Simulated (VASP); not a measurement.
# How U changes CoSi

Wanted: how far the results for CoSi hang on the Hubbard correction. The start is a cell from a database of measured crystal structures.

Method: PBE, spin-polarised from a ferromagnetic start; plane waves and PAW (Co, Si), in the first sound run; inputs show where later runs differ, in VASP 6.6.1.

Report form: the programs' logs are mostly left out.

The database entry behind the starting cell differs from later determinations by our own check (0.1 to 0.3 % short, probably kX units), so it need not match the best structure at ambient conditions.

## (1) Starting point

It takes space group P2_13 (No. 198, cubic). The conventional cell has a = 4.438 Å, b = 4.438 Å, c = 4.438 Å, α = 90.00°, β = 90.00°, γ = 90.00°. Nearest to Co lie 7 Si at 2.28 to 2.47 Å. Nearest to Si lie 7 Co at 2.28 to 2.47 Å. Farther neighbours are not listed.

As a file:

```cif
data_structure
_symmetry_space_group_name_H-M 'P2_13'
_symmetry_Int_Tables_number 198
_cell_length_a 4.4380
_cell_length_b 4.4380
_cell_length_c 4.4380
_cell_angle_alpha 90.000
_cell_angle_beta 90.000
_cell_angle_gamma 90.000
_cell_volume 87.41
loop_
_atom_site_label
_atom_site_type_symbol
_atom_site_symmetry_multiplicity
_atom_site_Wyckoff_symbol
_atom_site_fract_x
_atom_site_fract_y
_atom_site_fract_z
_atom_site_occupancy
Co1 Co 4 a 0.86000 0.64000 0.36000 1
Si1 Si 4 a 0.15700 0.34300 0.65700 1
```

## (2) Series over U, start order fm, U 0

U penalises partly filled orbitals; repeating the run over U shows how far moments and gap depend on it.

INCAR

```
SYSTEM = CoSi
PREC = Normal
ENCUT = 350
EDIFF = 1E-06
NELM = 150
ISMEAR = 0
SIGMA = 0.05
LREAL = .FALSE.
ALGO = Normal
GGA = PE
NBANDS = 40
ISPIN = 2
MAGMOM = 2 2 2 2 0 0 0 0
LASPH = .TRUE.
LMAXMIX = 4
LORBIT = 11
LWAVE = .FALSE.
LCHARG = .FALSE.
AMIX = 0.2
BMIX = 1E-04
AMIX_MAG = 0.8
BMIX_MAG = 1E-04
NEDOS = 1200
```

POSCAR

```
CoSi
1.0
    4.4380000000      0.0000000000      0.0000000000
    0.0000000000      4.4380000000      0.0000000000
    0.0000000000      0.0000000000      4.4380000000
Co Si
4 4
Direct
    0.8600000000      0.6400000000      0.3600000000
    0.6400000000      0.3600000000      0.8600000000
    0.3600000000      0.8600000000      0.6400000000
    0.1400000000      0.1400000000      0.1400000000
    0.1570000000      0.3430000000      0.6570000000
    0.3430000000      0.6570000000      0.1570000000
    0.6570000000      0.1570000000      0.3430000000
    0.8430000000      0.8430000000      0.8430000000
```

KPOINTS

```
Automatic mesh
0
Gamma
4 4 4
0 0 0
```

Potentials, in the order of the species: Co and Si (PBE family, release 64).

Command:

```console
$ mpirun -np 1 vasp_std
```

Elapsed: 32 s, on 1 MPI rank of AMD EPYC 7R43, shared host; peak memory 0.12 GiB.

The k-mesh is coarse for a metal.

This step gave:

```yaml
electronic_cycles: 17
electrons: 52
free_energy_toten: -54.7378 eV
energy_at_zero_smearing: -54.7360 eV
fermi_energy: 12.05 eV
labelled_metallic_from_the_levels_on_this_mesh: yes
dos_at_the_fermi_level: 2.925 states/eV/cell
```

The spin moment in the PAW sphere vanishes on all atoms.

The density of states has structure finer than the step of the table below, so its rows give means over 0.5 eV, whole bins alone (the curve runs from -12.0 to 7.95 eV). Peaks (eV: height): total -2.77: 24.2, -2.45: 16.2, -1.24: 18.0, 5.54: 16.2; Co s -6.72: 1.19, -5.43: 0.919, 3.52: 1.35, 5.54: 1.08; Co p -4.55: 1.14, -2.77: 1.25, 5.54: 1.86, 6.50: 1.18; Co d -2.77: 17.0, -1.24: 16.2, -0.84: 12.3, -0.35: 12.0; Si s -11.48: 1.95, -11.08: 2.12, -8.42: 1.76, -8.26: 1.83.

Means over bins of 0.080 eV. Density of states against energy, zero at the Fermi level; means over each step; values in states/eV/cell:

| energy (eV) | total | Co s | Co p | Co d | Si s | Si p |
| --- | --- | --- | --- | --- | --- | --- |
| -11.5 | 1.52 | 0.219 | 0.0990 | 0.0237 | 0.481 | 0.0514 |
| -11.0 | 1.52 | 0.183 | 0.118 | 0.0319 | 0.485 | 0.0576 |
| -10.5 | 0.908 | 0.0423 | 0.102 | 0.0292 | 0.318 | 0.0296 |
| -10.0 | 1.74 | 0.0670 | 0.184 | 0.0953 | 0.586 | 0.0773 |
| -9.5 | 1.34 | 0.165 | 0.0958 | 0.0822 | 0.356 | 0.101 |
| -9.0 | 1.39 | 0.155 | 0.0964 | 0.112 | 0.355 | 0.114 |
| -8.5 | 2.27 | 0.121 | 0.191 | 0.266 | 0.654 | 0.160 |
| -8.0 | 1.51 | 0.0983 | 0.112 | 0.205 | 0.403 | 0.122 |
| -7.5 | 0.331 | 0.0520 | 0.0229 | 0.0362 | 0.0723 | 0.0303 |
| -7.0 | 2.49 | 0.209 | 0.150 | 0.471 | 0.506 | 0.255 |
| -6.5 | 1.99 | 0.314 | 0.140 | 0.260 | 0.107 | 0.365 |
| -6.0 | 2.02 | 0.177 | 0.130 | 0.461 | 0.0457 | 0.412 |
| -5.5 | 3.32 | 0.371 | 0.218 | 0.849 | 0.133 | 0.583 |
| -5.0 | 2.69 | 0.150 | 0.278 | 0.696 | 0.0549 | 0.559 |
| -4.5 | 5.26 | 0.267 | 0.399 | 1.90 | 0.227 | 0.805 |
| -4.0 | 3.39 | 0.0502 | 0.236 | 1.67 | 0.0694 | 0.485 |
| -3.5 | 6.36 | 0.0964 | 0.388 | 3.60 | 0.0766 | 0.692 |
| -3.0 | 10.4 | 0.135 | 0.530 | 6.92 | 0.0840 | 0.623 |
| -2.5 | 12.6 | 0.0986 | 0.607 | 8.95 | 0.0496 | 0.661 |
| -2.0 | 7.77 | 0.0272 | 0.258 | 6.04 | 0.0254 | 0.327 |
| -1.5 | 10.5 | 0.0152 | 0.124 | 9.29 | 0.0210 | 0.171 |
| -1.0 | 11.0 | 0.0168 | 0.162 | 9.92 | 0.0302 | 0.130 |
| -0.5 | 7.02 | 0.0247 | 0.153 | 6.24 | 0.0252 | 0.135 |
| 0.0 | 3.39 | 0.0271 | 0.0886 | 2.89 | 0.0232 | 0.112 |
| 0.5 | 2.87 | 0.0288 | 0.117 | 2.16 | 0.0559 | 0.178 |
| 1.0 | 2.88 | 0.0515 | 0.134 | 1.96 | 0.0874 | 0.225 |
| 1.5 | 2.81 | 0.0389 | 0.111 | 1.75 | 0.229 | 0.225 |
| 2.0 | 3.24 | 0.0763 | 0.168 | 1.80 | 0.275 | 0.308 |
| 2.5 | 4.80 | 0.217 | 0.195 | 2.20 | 0.483 | 0.574 |
| 3.0 | 3.16 | 0.276 | 0.142 | 1.21 | 0.268 | 0.409 |
| 3.5 | 4.17 | 0.424 | 0.245 | 1.32 | 0.285 | 0.566 |
| 4.0 | 4.01 | 0.243 | 0.288 | 1.13 | 0.269 | 0.698 |
| 4.5 | 2.56 | 0.285 | 0.178 | 0.594 | 0.167 | 0.392 |
| 5.0 | 2.83 | 0.115 | 0.288 | 0.645 | 0.133 | 0.585 |
| 5.5 | 5.40 | 0.286 | 0.609 | 0.988 | 0.287 | 1.15 |
| 6.0 | 1.55 | 0.0880 | 0.193 | 0.272 | 0.0280 | 0.305 |
| 6.5 | 5.95 | 0.426 | 0.676 | 0.873 | 0.187 | 1.08 |
| 7.0 | 1.18 | 0.0269 | 0.118 | 0.195 | 0.0392 | 0.297 |
| 7.5 | 2.53 | 0.149 | 0.243 | 0.394 | 0.0929 | 0.529 |

Force by atom:

| atom | x (eV/Å) | y (eV/Å) | z (eV/Å) | size |
| --- | --- | --- | --- | --- |
| Co1 | -0.157 | 0.157 | -0.157 | 0.272 |
| Co2 | 0.157 | -0.157 | -0.157 | 0.272 |
| Co3 | -0.157 | -0.157 | 0.157 | 0.272 |
| Co4 | 0.157 | 0.157 | 0.157 | 0.272 |
| Si5 | 0.020 | -0.020 | 0.020 | 0.034 |
| Si6 | -0.020 | 0.020 | 0.020 | 0.034 |
| Si7 | 0.020 | 0.020 | -0.020 | 0.034 |
| Si8 | -0.020 | -0.020 | -0.020 | 0.034 |

Energy at zero smearing: -54.73601 eV.

## (3) Series over U, start order AFM, U 0

This step: PBE, spin-polarised from an antiferromagnetic start; plane waves and PAW (Co, Si) (VASP 6.6.1).

Changes to INCAR since step 2:

```diff
@@ -12,3 +12,3 @@
 ISPIN = 2
-MAGMOM = 2 2 2 2 0 0 0 0
+MAGMOM = 2 -2 2 -2 0 0 0 0
 LASPH = .TRUE.
```

POSCAR is that of step 2.

KPOINTS is that of step 2.

Command:

```console
$ mpirun -np 1 vasp_std
```

The job ended after 62 s (1 MPI rank; peak memory 0.15 GiB).

Force by atom:

| atom | x (eV/Å) | y (eV/Å) | z (eV/Å) | size |
| --- | --- | --- | --- | --- |
| Co1 | -0.157 | 0.157 | -0.157 | 0.273 |
| Co2 | 0.157 | -0.157 | -0.157 | 0.273 |
| Co3 | -0.157 | -0.157 | 0.157 | 0.273 |
| Co4 | 0.157 | 0.157 | 0.157 | 0.273 |
| Si5 | 0.020 | -0.020 | 0.020 | 0.034 |
| Si6 | -0.020 | 0.020 | 0.020 | 0.034 |
| Si7 | 0.020 | 0.020 | -0.020 | 0.034 |
| Si8 | -0.020 | -0.020 | -0.020 | 0.034 |

Energy at zero smearing: -54.73601 eV.

The run ends at a pressure of -0.73 GPa, with forces up to 0.27 eV/Å.

## (4) Series over U, start order fm, U 2

This step: PBE, DFT+U (Co d 2 eV), spin-polarised from a ferromagnetic start; plane waves and PAW (Co, Si) (VASP 6.6.1).

Changes to INCAR since step 3:

```diff
@@ -12,3 +12,9 @@
 ISPIN = 2
-MAGMOM = 2 -2 2 -2 0 0 0 0
+MAGMOM = 2 2 2 2 0 0 0 0
+LDAU = .TRUE.
+LDAUTYPE = 2
+LDAUL = 2 -1
+LDAUU = 2 0
+LDAUJ = 0 0
+LDAUPRINT = 1
 LASPH = .TRUE.
```

POSCAR is that of step 3.

KPOINTS is that of step 3.

Command:

```console
$ mpirun -np 1 vasp_std
```

It took 38 s on 1 MPI rank; peak memory 0.12 GiB.

A U on the itinerant d states of such a compound is hard to justify; it moves the bands at the Fermi level.

Energy at zero smearing: -47.52694 eV.

## (5) Series over U, start order AFM, U 2

This step: PBE, DFT+U (Co d 2 eV), spin-polarised from an antiferromagnetic start; plane waves and PAW (Co, Si) (VASP 6.6.1).

Changes to INCAR since step 4:

```diff
@@ -12,3 +12,3 @@
 ISPIN = 2
-MAGMOM = 2 2 2 2 0 0 0 0
+MAGMOM = 2 -2 2 -2 0 0 0 0
 LDAU = .TRUE.
```

POSCAR is that of step 4.

KPOINTS is that of step 4.

Command:

```console
$ mpirun -np 1 vasp_std
```

Elapsed: 85 s, on 1 MPI rank; peak memory 0.15 GiB.

The density of states has structure finer than the step of the table below, so its rows give means over 1 eV, whole bins alone (the curve runs from -12.0 to 7.95 eV). Peaks (eV: height): total -2.8: 22.8, -1.3: 18.3, 3.6: 16.6, 5.6: 15.2; Co s -11.3: 0.953, -6.6: 1.13, 3.6: 1.51, 5.6: 0.988; Co p -2.8: 1.20, 5.6: 1.66, 6.4: 1.06, 6.6: 1.07; Co d -2.8: 16.0, -1.3: 16.4, -1.2: 11.6, -0.4: 12.1; Si s -11.3: 2.16, -10.9: 1.94, -8.3: 1.65, -8.2: 1.84.

Means over bins of 0.080 eV. The density of states by energy, zero at the Fermi level; means over each step; values in states/eV/cell:

| energy (eV) | total | Co s | Co p | Co d | Si s | Si p |
| --- | --- | --- | --- | --- | --- | --- |
| -11 | 1.63 | 0.202 | 0.121 | 0.0337 | 0.528 | 0.0574 |
| -10 | 1.31 | 0.0584 | 0.135 | 0.0703 | 0.440 | 0.0570 |
| -9 | 1.26 | 0.143 | 0.0862 | 0.0988 | 0.330 | 0.0988 |
| -8 | 2.03 | 0.127 | 0.156 | 0.267 | 0.560 | 0.150 |
| -7 | 1.91 | 0.211 | 0.115 | 0.345 | 0.287 | 0.249 |
| -6 | 2.12 | 0.211 | 0.128 | 0.509 | 0.0657 | 0.410 |
| -5 | 3.36 | 0.251 | 0.276 | 1.02 | 0.107 | 0.594 |
| -4 | 4.67 | 0.114 | 0.303 | 2.28 | 0.115 | 0.632 |
| -3 | 10.8 | 0.121 | 0.532 | 7.35 | 0.0760 | 0.657 |
| -2 | 9.24 | 0.0401 | 0.289 | 7.31 | 0.0283 | 0.354 |
| -1 | 9.21 | 0.0147 | 0.160 | 8.22 | 0.0290 | 0.126 |
| 0 | 4.17 | 0.0288 | 0.0978 | 3.61 | 0.0256 | 0.124 |
| 1 | 2.76 | 0.0430 | 0.128 | 1.89 | 0.0899 | 0.209 |
| 2 | 4.21 | 0.106 | 0.191 | 2.23 | 0.393 | 0.441 |
| 3 | 2.75 | 0.215 | 0.121 | 1.08 | 0.239 | 0.354 |
| 4 | 4.29 | 0.323 | 0.292 | 1.26 | 0.275 | 0.700 |
| 5 | 2.52 | 0.186 | 0.216 | 0.536 | 0.150 | 0.483 |
| 6 | 4.09 | 0.230 | 0.488 | 0.709 | 0.152 | 0.807 |
| 7 | 3.07 | 0.191 | 0.314 | 0.477 | 0.109 | 0.625 |

Energy at zero smearing: -47.52694 eV.

## (6) Series over U, start order fm, U 4

This step: PBE, DFT+U (Co d 4 eV), spin-polarised from a ferromagnetic start; plane waves and PAW (Co, Si) (VASP 6.6.1).

Changes to INCAR since step 5:

```diff
@@ -12,3 +12,3 @@
 ISPIN = 2
-MAGMOM = 2 -2 2 -2 0 0 0 0
+MAGMOM = 2 2 2 2 0 0 0 0
 LDAU = .TRUE.
@@ -16,3 +16,3 @@
 LDAUL = 2 -1
-LDAUU = 2 0
+LDAUU = 4 0
 LDAUJ = 0 0
```

POSCAR is that of step 5.

KPOINTS is that of step 5.

Command:

```console
$ mpirun -np 1 vasp_std
```

The job ended after 4.3 min (1 MPI rank; peak memory 0.12 GiB).

The magnetic state follows from one typed start and may not be the lowest. A U on the itinerant d states of such a compound is hard to justify; it moves the bands at the Fermi level and favours large moments.

Spin moment in the PAW sphere by atom:

| atom | spin moment in the PAW sphere (μB) |
| --- | --- |
| Co1 | 1.10 |
| Co2 | 1.10 |
| Co3 | 1.10 |
| Co4 | 1.10 |
| Si5 | -0.02 |
| Si6 | -0.02 |
| Si7 | -0.02 |
| Si8 | -0.02 |

Energy at zero smearing: -40.71629 eV.

## (7) Series over U, start order AFM, U 4

This step: PBE, DFT+U (Co d 4 eV), spin-polarised from an antiferromagnetic start; plane waves and PAW (Co, Si) (VASP 6.6.1).

Changes to INCAR since step 6:

```diff
@@ -12,3 +12,3 @@
 ISPIN = 2
-MAGMOM = 2 2 2 2 0 0 0 0
+MAGMOM = 2 -2 2 -2 0 0 0 0
 LDAU = .TRUE.
```

POSCAR is that of step 6.

KPOINTS is that of step 6.

Command:

```console
$ mpirun -np 1 vasp_std
```

Elapsed: 1.8 min, on 1 MPI rank; peak memory 0.15 GiB.

The gap is read on the k-mesh alone, so it is an upper bound where the band edges lie off the mesh.

A gap read on the k-mesh alone can miss the band edges.

Spin moment in the PAW sphere by atom:

| atom | spin moment in the PAW sphere (μB) |
| --- | --- |
| Co1 | 0.781 |
| Co2 | -0.781 |
| Co3 | 0.781 |
| Co4 | -0.781 |
| Si5 | 0.013 |
| Si6 | -0.013 |
| Si7 | 0.013 |
| Si8 | -0.013 |

Energy at zero smearing: -40.58646 eV.

## (8) Series over U, start order fm, U 6

This step: PBE, DFT+U (Co d 6 eV), spin-polarised from a ferromagnetic start; plane waves and PAW (Co, Si) (VASP 6.6.1).

Changes to INCAR since step 7:

```diff
@@ -12,8 +12,8 @@
 ISPIN = 2
-MAGMOM = 2 -2 2 -2 0 0 0 0
+MAGMOM = 2 2 2 2 0 0 0 0
 LDAU = .TRUE.
-LDAUTYPE = 2
+LDAUTYPE = 1
 LDAUL = 2 -1
-LDAUU = 4 0
-LDAUJ = 0 0
+LDAUU = 6 0
+LDAUJ = 0.9 0
 LDAUPRINT = 1
```

POSCAR is that of step 7.

KPOINTS is that of step 7.

Command:

```console
$ mpirun -np 1 vasp_std
```

Wall time 52 s (1 MPI rank); peak memory 0.11 GiB.

Spin moment in the PAW sphere by atom:

| atom | spin moment in the PAW sphere (μB) |
| --- | --- |
| Co1 | 1.15 |
| Co2 | 1.15 |
| Co3 | 1.15 |
| Co4 | 1.15 |
| Si5 | -0.04 |
| Si6 | -0.04 |
| Si7 | -0.04 |
| Si8 | -0.04 |

Energy at zero smearing: -38.04910 eV.

The run ends at a pressure of 3.98 GPa, with forces up to 0.15 eV/Å.

## (9) Series over U, start order AFM, U 6

This step: PBE, DFT+U (Co d 6 eV), spin-polarised from an antiferromagnetic start; plane waves and PAW (Co, Si) (VASP 6.6.1).

Changes to INCAR since step 8:

```diff
@@ -12,3 +12,3 @@
 ISPIN = 2
-MAGMOM = 2 2 2 2 0 0 0 0
+MAGMOM = 2 -2 2 -2 0 0 0 0
 LDAU = .TRUE.
```

POSCAR is that of step 8.

KPOINTS is that of step 8.

Command:

```console
$ mpirun -np 1 vasp_std
```

The job ended after 7.3 min (1 MPI rank; peak memory 0.15 GiB).

Spin moment in the PAW sphere by atom:

| atom | spin moment in the PAW sphere (μB) |
| --- | --- |
| Co1 | 0.967 |
| Co2 | -0.967 |
| Co3 | 0.967 |
| Co4 | -0.967 |
| Si5 | 0.017 |
| Si6 | -0.017 |
| Si7 | 0.017 |
| Si8 | -0.017 |

Energy at zero smearing: -37.49047 eV.

The run ends at a pressure of 0.39 GPa, with forces up to 0.20 eV/Å.

## (10) Series over U, start order fm, U 8

This step: PBE, DFT+U (Co d 8 eV), spin-polarised from a ferromagnetic start; plane waves and PAW (Co, Si) (VASP 6.6.1).

Changes to INCAR since step 9:

```diff
@@ -12,8 +12,8 @@
 ISPIN = 2
-MAGMOM = 2 -2 2 -2 0 0 0 0
+MAGMOM = 2 2 2 2 0 0 0 0
 LDAU = .TRUE.
-LDAUTYPE = 1
+LDAUTYPE = 2
 LDAUL = 2 -1
-LDAUU = 6 0
-LDAUJ = 0.9 0
+LDAUU = 8 0
+LDAUJ = 0 0
 LDAUPRINT = 1
```

POSCAR is that of step 9.

KPOINTS is that of step 9.

Command:

```console
$ mpirun -np 1 vasp_std
```

Elapsed: 65 s, on 1 MPI rank; peak memory 0.12 GiB.

Spin moment in the PAW sphere by atom:

| atom | spin moment in the PAW sphere (μB) |
| --- | --- |
| Co1 | 1.37 |
| Co2 | 1.37 |
| Co3 | 1.37 |
| Co4 | 1.37 |
| Si5 | -0.11 |
| Si6 | -0.11 |
| Si7 | -0.11 |
| Si8 | -0.11 |

Energy at zero smearing: -30.37093 eV.

The run ends at a pressure of 9.64 GPa, with forces up to 0.33 eV/Å.

## (11) Series over U, start order AFM, U 8

This step: PBE, DFT+U (Co d 8 eV), spin-polarised from an antiferromagnetic start; plane waves and PAW (Co, Si) (VASP 6.6.1).

Changes to INCAR since step 10:

```diff
@@ -12,3 +12,3 @@
 ISPIN = 2
-MAGMOM = 2 2 2 2 0 0 0 0
+MAGMOM = 2 -2 2 -2 0 0 0 0
 LDAU = .TRUE.
```

POSCAR is that of step 10.

KPOINTS is that of step 10.

Command:

```console
$ mpirun -np 1 vasp_std
```

The job ended after 6.3 min (1 MPI rank; peak memory 0.15 GiB).

Spin moment in the PAW sphere by atom:

| atom | spin moment in the PAW sphere (μB) |
| --- | --- |
| Co1 | 1.77 |
| Co2 | -1.77 |
| Co3 | 1.77 |
| Co4 | -1.77 |
| Si5 | 0.01 |
| Si6 | -0.01 |
| Si7 | 0.01 |
| Si8 | -0.01 |

Energy at zero smearing: -29.96827 eV.

The run ends at a pressure of 24.65 GPa, with forces up to 0.40 eV/Å.

## (12) Summary

This step: DFT+U series, PBE; plane waves and PAW (VASP 6.6.1).

No new run; the numbers come from the runs before.

Energies at different U are not comparable. U series, by row:

| U (eV) | J (eV) | LDAUTYPE | start | energy (eV/atom) | mean moment (μB) | gap on the mesh (eV) | pressure (GPa) |
| --- | --- | --- | --- | --- | --- | --- | --- |
| 0 | 0 | - | fm | -6.842 | 0 | 0 | -0.7044 |
| 0 | 0 | - | afm | -6.842 | 0 | 0 | -0.7347 |
| 2 | 0 | 2 | fm | -5.941 | 0 | 0 | -4.842 |
| 2 | 0 | 2 | afm | -5.941 | 0.001 | 0 | -4.837 |
| 4 | 0 | 2 | fm | -5.09 | 1.098 | 0 | 2.402 |
| 4 | 0 | 2 | afm | -5.073 | 0.781 | 0.3566 | -4.239 |
| 6 | 0.9 | 1 | fm | -4.756 | 1.152 | 0 | 3.985 |
| 6 | 0.9 | 1 | afm | -4.686 | 0.967 | 0.4428 | 0.3945 |
| 8 | 0 | 2 | fm | -3.796 | 1.373 | 0 | 9.637 |
| 8 | 0 | 2 | afm | -3.746 | 1.771 | 0 | 24.65 |

## (13) Outcome

* U = 0 eV, J = 0 eV, fm start: mean size of the moments 0.00 μB
* U = 0 eV, J = 0 eV, afm start: mean size of the moments 0.00 μB
* U = 2 eV, J = 0 eV, fm start: mean size of the moments 0.00 μB
* U = 2 eV, J = 0 eV, afm start: mean size of the moments 0.00 μB
* U = 4 eV, J = 0 eV, fm start: mean size of the moments 1.10 μB
* U = 4 eV, J = 0 eV, afm start: mean size of the moments 0.78 μB
* U = 6 eV, J = 0.9 eV, fm start: mean size of the moments 1.15 μB
* U = 6 eV, J = 0.9 eV, afm start: mean size of the moments 0.97 μB
* U = 8 eV, J = 0 eV, fm start: mean size of the moments 1.37 μB
* U = 8 eV, J = 0 eV, afm start: mean size of the moments 1.77 μB

For the ferromagnetic start without J, from U = 0 to 8 eV the mean moment goes from 0.00 to 1.37 μB, the cell stays metallic, and the pressure goes from -0.7 to 9.6 GPa. A jump between neighbouring rows can also mean that the runs ended in different spin or orbital states. U acts inside the PAW spheres, so the same number means something else in a code with other projectors.

[Lines on the potential files, build, host, timing and source positions are cut from VASP's logs without a mark.]

[Logs are printed without paths, hosts, clocks, repeated set-up lines and the standing remarks that a program may print on its own settings, such as how far it seeks lower states.]

[Hosts, paths, dates, database ids (printed as entryN), source tags and the programs' standing remarks are cut or masked in the printed files.]

[In band tables of VASP the shares of atoms and orbitals are scaled to a sum of 1 inside the atoms' spheres.]

[Runs that stopped without an error message from VASP are left out.]
